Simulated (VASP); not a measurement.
Input:

```
CELL_PARAMETERS angstrom
      0.00000     3.04509     3.04509
      3.04509     0.00000     3.04509
      3.04509     3.04509     0.00000
ATOMIC_POSITIONS crystal
  In 0.00000 0.00000 0.00000
  As 0.25000 0.25000 0.25000
```

All values below come from PBEsol GGA, VASP's PBE PAW potentials (set 64) (plane waves; VASP 6.6.1). Settings: 480 eV cut-off, 10×10×10 Γ-centred mesh, first-order Methfessel-Paxton smearing of 0.10 eV, potentials In_d As.

Each row applies one change to this cell, which was relaxed at other settings and keeps the small stress of the first row; at a fixed cut-off the stress holds a Pulay part, so it need not integrate to ΔE exactly. Stress is in GPa, positive when the cell is compressed.

```csv
change,ΔE (meV/atom),σxx,σyy,σzz,"largest shear component, with its sign (GPa)"
none,0.0,0.02,0.02,0.02,0.00
isotropic strain of -0.5 %,1.2,0.88,0.88,0.88,0.00
biaxial strain of +1.0 % in the yz plane,2.0,-0.82,-1.16,-1.16,0.00
isotropic strain of +0.5 %,1.0,-0.79,-0.79,-0.79,0.00
biaxial strain of +2.0 % in the xy plane,[?],[?],[?],[?],[?]
biaxial strain of -4.0 % in the xz plane,[?],[?],[?],[?],[?]
```

**Question.** Some entries are withheld; supply them.

**Answer.** 
- biaxial strain of -4.0 % in the xz plane, ΔE (meV/atom): 38.9
- biaxial strain of -4.0 % in the xz plane, σxx: 5.97
- biaxial strain of -4.0 % in the xz plane, σyy: 4.54
- biaxial strain of -4.0 % in the xz plane, σzz: 5.97
- biaxial strain of -4.0 % in the xz plane, largest shear component, with its sign (GPa): 0.00
- biaxial strain of +2.0 % in the xy plane, ΔE (meV/atom): 8.0
- biaxial strain of +2.0 % in the xy plane, σxx: -2.22
- biaxial strain of +2.0 % in the xy plane, σyy: -2.22
- biaxial strain of +2.0 % in the xy plane, σzz: -1.57
- biaxial strain of +2.0 % in the xy plane, largest shear component, with its sign (GPa): 0.00

Failed runs are left out, and for metals the shear rows, which the mesh's noise covers.

The compound is InAs in the zinc blende structure.
